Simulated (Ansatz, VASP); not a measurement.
# TiTe2: VASP beside Ansatz, part 2 of 2

One calculation is typed for both programs; each brings its own data sets. How far apart do they land? The cell is taken from a series of runs on this material, whose earlier steps may have relaxed, scaled, displaced or heated it; both programs get it as it stands.

VASP 6.6.1 and Ansatz 0.2.0.

So far: The starting structure; VASP: zone-centre phonons, LDA.

**3. Ansatz: zone-centre phonons, LDA**

Level of this step: Ansatz beside VASP: Kohn-Sham DFT, plane waves, LDA (Ansatz).

Ansatz runs on its PAW soft_1 files.

The same cell, functional (in two slightly different forms), mesh and smearing now go to Ansatz.

The input, input.yaml:

```yaml
crystal:
  lattice:
    - [3.6730176008, 0.0, 0.0]
    - [-1.8365088004, 3.1809265509, 0.0]
    - [0.0, 0.0, 6.3975217657]
  atoms:
    - { symbol: Ti, position: [0.0, 0.0, 0.0] }
    - { symbol: Te, position: [0.6666666667, 0.3333333333, 0.2687453417] }
    - { symbol: Te, position: [0.3333333333, 0.6666666667, 0.7312546583] }
kpoints:
  mp_grid: { grid: [9, 9, 4] }
hamiltonian:
  xc: lda
  pseudopotentials: { kind: paw, azcp: { folder: soft_1 }, xc_functional: pbe }
scf:
  occupations: { method: gaussian, width: 0.1 }
output:
  eigenvalues: true
basis:
  ecutwfc: 260.0
phonons:
  method: dfpt
```

Run with:

```bash
> ansatz run input.yaml --threads 4 --pin off --max-ram 8192MiB --backend cpu --events-out ev --progress --plain --runs-dir out
```

Numbers of over 12 decimals in the logs are rounded to 6 here.

The log of the run:

```text
Warning: basis.ecutwfc = 260 eV is below the records' recommended 420 eV, and the density's cutoff is lower with it unless basis.ecutrho_ratio is high enough to keep the records' density cutoff: compare with a run at a higher cutoff
Engine: ansatz 0.2.0, x86_64-unknown-linux-gnu
Pseudopotentials: kind: paw
Pseudopotential: Ti, paw, valence charge 12, recommended cutoff 420 eV (normal), soft_1/Ti.paw.azcp
Pseudopotential: Te, paw, valence charge 16, recommended cutoff 420 eV (normal), soft_1/Te.paw.azcp
Functional definition: SPW92
  exchange = slater_x
  correlation = pw_c
Crystal: 3 atoms, lattice volume = 74.746 Å³
Basis set: ecut = 260 eV, 713 PW (Γ), exchange–correlation on 40×40×72 points (8 copies of the dense FFT grid, shifted against one another)
Bands: 27, of which v1, the nominal top of the filled ones, is band 22 counted from 1 (21 counted from 0)
Symmetry: 12 space group operations
k-points: 95 of 324 (irreducible under 2 space group operations, time reversal used)
Non-local potential: Ti, projectors of the file, l = 0: 3, l = 1: 2, l = 2: 3, l = 3: 1
Non-local potential: Te, projectors of the file, l = 0: 2, l = 1: 2, l = 2: 2, l = 3: 1
PAW form: soft (Blöchl's): semilocal exchange-correlation on the pseudo side does not see the compensation charge
PAW frozen core: Ti, regenerated for the run's functional, and the local potential with it (the file was generated under x = pbe(κ = 0.804, μ = 0.219515), c = pbe(β = 0.066725))
PAW frozen core: Te, regenerated for the run's functional, and the local potential with it (the file was generated under x = pbe(κ = 0.804, μ = 0.219515), c = pbe(β = 0.066725))
PAW one-centre angular grid: Ti, 590 points (default); XC on 64 Gauss nodes
PAW one-centre angular grid: Te, 590 points (default); XC on 64 Gauss nodes
Initial density: superposition of atomic densities (chi_scale 0.1, normalization cell, long waves kept (reshape's long-wave potential 0.05 eV rms))
Initial wavefunctions: pseudopotential atomic-orbital guess
Functional: x = slater, c = lda
SCF iter   1: F=—  HF=-16109.180999 eV  |F-HF|=—  |Δ(HF+E_count)|=         —  Δρ=1.29e-1  dr2=3.98e1  ethr=3.10e-3  ⟨swp⟩=5.8  Hψ=10746  notcnv=0
preconditioner: auto → Kerker (q_TF=auto, 2.498 Å⁻¹)  [metal: Δε(μ)=0.083 eV  Ē_g=5.913 eV  σ=0.100 eV  W_gap=0.40  n_scr=22 (ndim 8)  ℏωp=17.2 eV  f_vac=0.000  D(μ)=1.79/eV (n_scr^D=10)]
SCF iter   2: F=—  HF=-16107.156669 eV  |F-HF|=—  |Δ(HF+E_count)|=    2.02e0  Δρ=7.12e-2  dr2=1.43e1  ethr=3.10e-3  ⟨swp⟩=2.6  Hψ=3819  notcnv=0  defer=20
SCF iter   3: F=—  HF=-16105.912342 eV  |F-HF|=—  |Δ(HF+E_count)|=    1.24e0  Δρ=1.19e-2  dr2=5.23e-1  ethr=3.10e-3  ⟨swp⟩=3.0  Hψ=3834  notcnv=0  defer=20
SCF iter   4: F=—  HF=-16105.855988 eV  |F-HF|=—  |Δ(HF+E_count)|=   5.64e-2  Δρ=3.91e-3  dr2=2.17e-2  ethr=1.19e-3  ⟨swp⟩=2.1  Hψ=3523  notcnv=0  defer=28
SCF iter   5: F=—  HF=-16105.851446 eV  |F-HF|=—  |Δ(HF+E_count)|=   4.54e-3  Δρ=1.31e-3  dr2=2.46e-3  ethr=4.94e-5  ⟨swp⟩=2.0  Hψ=3072  notcnv=0  defer=31
SCF iter   6: F=—  HF=-16105.851029 eV  |F-HF|=—  |Δ(HF+E_count)|=   4.16e-4  Δρ=3.60e-4  dr2=1.40e-4  ethr=5.59e-6  ⟨swp⟩=2.0  Hψ=3218  notcnv=0  defer=31
SCF iter   7: F=—  HF=-16105.851018 eV  |F-HF|=—  |Δ(HF+E_count)|=   1.13e-5  Δρ=1.07e-4  dr2=1.34e-5  ethr=3.19e-7  ⟨swp⟩=3.0  Hψ=4645  notcnv=0  defer=31
SCF iter   8: F=—  HF=-16105.851014 eV  |F-HF|=—  |Δ(HF+E_count)|=   3.70e-6  Δρ=2.60e-5  dr2=8.97e-7  ethr=3.05e-8  ⟨swp⟩=2.5  Hψ=4570  notcnv=0  defer=31
SCF iter   9: F=—  HF=-16105.851015 eV  |F-HF|=—  |Δ(HF+E_count)|=   1.03e-6  Δρ=1.14e-5  dr2=1.39e-7  ethr=2.04e-9  ⟨swp⟩=3.0  Hψ=4431  notcnv=0  defer=31
SCF iter  10: F=—  HF=-16105.851015 eV  |F-HF|=—  |Δ(HF+E_count)|=   1.67e-8  Δρ=3.11e-6  dr2=1.01e-8  ethr=3.15e-10  ⟨swp⟩=1.5  Hψ=2607  notcnv=0  defer=31
SCF iter  11: F=—  HF=-16105.851015 eV  |F-HF|=—  |Δ(HF+E_count)|=   1.71e-9  Δρ=6.69e-7  dr2=5.19e-10  ethr=2.30e-11  ⟨swp⟩=2.0  Hψ=3075  notcnv=0  defer=31
SCF iter  12: F=—  HF=-16105.851015 eV  |F-HF|=—  |Δ(HF+E_count)|=  9.09e-11  Δρ=1.81e-7  dr2=3.90e-11  ethr=1.18e-12  ⟨swp⟩=2.9  Hψ=4449  notcnv=0  defer=31
SCF iter  13: F=-16105.851015 eV  HF=-16105.851015 eV  |F-HF|=1.82e-12  |Δ(HF+E_count)|=  3.64e-12  Δρ=4.88e-8  dr2=2.51e-12  ethr=1.00e-12  ⟨swp⟩=7.3  Hψ=10818  notcnv=0
SCF 1 converged in 13 iterations: F = -16105.851015 eV  dr2 = 2.51e-12
  greatest PAW one-centre occupation: 1.002 electrons in one spin orbital (limit 2), on the Te atom at site 2 (counted from 0), in its partial waves of l = 2
DFPT response loops at Γ: preconditioner auto → Kerker (q_TF=auto, 2.498 Å⁻¹) (partly filled bands, converged f_vac=0.007); β = 1.00, the filter's whole step (`scf.mixing.beta` (0.50) is not read by the response loops under this deck's `scf.mixing.preconditioner`; to damp them name `kerker` or `kerker_dos`, under which they read `scf.mixing.beta`, and type it under 1.00, their step now; both keys bind the ground state too); Broyden in place of MSR1
SCF converged after 13 iterations
Free energy (F): -16105.851015 eV
Harris-Foulkes:  -16105.851015 eV  (|F-HF|=1.82e-12)
Internal energy: -16105.843395 eV  (E = F + TS)
E sigma→0 (E₀):  -16105.847205 eV
Entropy (-TS):   -0.007621 eV (-2.540 meV/atom)
Fermi energy:    11.077404 eV
--- Per-component energies (eV) ---
  E_band       = -638.275325
  E_kinetic    = 636.882344
  E_local      = -4024.883790  (includes V_loc(G=0)·N_el)
  E_nonlocal   = 206.615770
  E_hartree    = 1938.052149
  E_xc         = -361.456841
  E_vxc        = -353.182023  (∫ρ·V_xc dr)
  E_paw        = -10034.059215  (= ΣΔE_a)
  E_vpaw       = -979.814266  (= ΣTr[D̂ρ^β])
  E_aug_tail   = 0.002362  (compensation charges beyond the density's cutoff)
  E_ewald      = -4468.679409
  E_core_change = 1.683235  (= ΣΔE_core)
  E_smearing   = -0.007621  (= −TS)
  E_closure    = 0.000000  (closes the sum)
  Σ components = -16105.851015   (vs F -16105.851015, Δ=0.00e0)
--- Band table (eV; the first three rows and the last of 95) ---
  k-point 0: bands = [... 18 lower, 9.4552, 11.2615, 11.5117, 11.5117, 11.7321, 12.4190, 12.4190, 14.3580, ... 1 higher]
  k-point 1: bands = [... 18 lower, 9.4983, 9.8987, 11.5000, 11.5000, 12.0726, 12.2032, 12.2032, 14.6223, ... 1 higher]
  k-point 2: bands = [... 18 lower, 9.5549, 9.5549, 11.4991, 11.4991, 12.0201, 12.0201, 12.1537, 14.8942, ... 1 higher]
  k-point 94: bands = [... 18 lower, 8.6475, 8.6496, 9.2613, 9.2812, 11.8610, 12.0006, 12.6288, 13.5058, ... 1 higher]
--- Phonons (Γ-DFPT): 4 representative perturbations + reference, on 95 of 324 k-points (Σ response iterations 12) ---
  k mesh reduced under 2 symmetry operations, with k and −k counted as one. Each operation leaves every solved perturbation unchanged. A smaller set is not used because it would not reduce the number of displacements times k-points to solve
  ASR residual: 9.996e-6 → 0.000e0 eV/Å²; symmetrization residual: 5.343e-6 eV/Å²
  ASR residual per site (eV/Å²): 1.00e-5 3.34e-6 3.34e-6
  Γ frequencies (cm⁻¹): 0.00 0.00 0.00 102.08 102.08 146.72 193.61 193.61 281.72
  non-analytic LO–TO correction: not included (Born effective charges unavailable; polar crystals: no LO–TO splitting at Γ)
```

In the SCF lines HF is the Harris–Foulkes energy and dr2 the Hartree energy of the density residual, in eV; the loop may stop once dr2 is under the threshold and the program's other checks hold. Hψ counts applications of the Hamiltonian.

**4. Comparison**

Known differences besides the potentials themselves: the two LDA forms differ slightly; the data sets hold 44 valence electrons in Ansatz (on its PAW soft_1 files) and 24 in VASP; the cutoff is 260 eV in Ansatz and 500 eV in VASP; VASP's log shows a relativistic correction to its local exchange, Ansatz's none; Ansatz's log warns that its cutoff lies below the recommended one. Total energies have different zeros and are not compared.

The two programs side by side:

```csv
quantity,Ansatz,VASP,difference
optical mode 1 to 2 (cm⁻¹),102.1,101.8,+0.26 %
optical mode 3 (cm⁻¹),146.7,145.6,+0.74 %
optical mode 4 to 5 (cm⁻¹),193.6,196.3,-1.38 %
optical mode 6 (cm⁻¹),281.7,287.1,-1.87 %
```

Modes are paired by rising frequency, not by their patterns, so a pair may set unlike modes beside each other; they are those without the splitting of longitudinal modes.

**5. Results**

| Property | Result |
| --- | --- |
| r.m.s. difference of the optical zone-centre modes, each program's sorted by frequency (zone-centre phonons, LDA) | 2.7 cm⁻¹ |
| difference in optical mode 6 (zone-centre phonons, LDA) | -1.9 % |

What this shows: The r.m.s. difference of the optical zone-centre modes, each program's sorted by frequency is 2.7 cm⁻¹ (zone-centre phonons, LDA). The data sets hold unlike numbers of valence electrons (44 in Ansatz and 24 in VASP), so part of the differences comes from the potentials. Among the rows given in per cent, the largest difference of the zone-centre phonons, LDA pair is in optical mode 6, -1.9 %. How closely two codes agree says nothing of how well the functional describes the real material.

[Lines on the potential files, build, host, timing and source positions are cut from VASP's logs without a mark.]

[Logs are printed without paths, hosts, clocks, repeated set-up lines and the standing remarks that a program may print on its own settings, such as how far it seeks lower states.]

[Hosts, paths, dates, database ids (printed as entryN), source tags and the programs' standing remarks are cut or masked in the printed files.]
